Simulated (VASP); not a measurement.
```xyz
2
Lattice="0.0000 2.1144 2.1144 2.1144 0.0000 2.1144 2.1144 2.1144 0.0000" Properties=species:S:1:pos:R:3 pbc="T T T"
Be     0.0000     0.0000     0.0000
S      2.1144     2.1144     2.1144
```

These are PBEsol GGA, VASP's PBE PAW potentials (set 64) (plane waves; VASP) values and carry that method's errors. Settings: 500 eV cut-off, 11×11×11 Γ-centred mesh, Gaussian smearing of 0.050 eV, potentials Be S.

Task: What does the run give for the energy per atom (σ→0), pressure?

Result: 
```yaml
energy per atom (σ→0): -4.488 eV/atom
pressure: 44.72 GPa
```

Total energies compare only between runs with the same potentials, cut-off and functional.

The structure was generated: BeS was put into the rock salt type (Fm-3m), which need not be its known phase. It was relaxed first under an external pressure of 45 GPa.
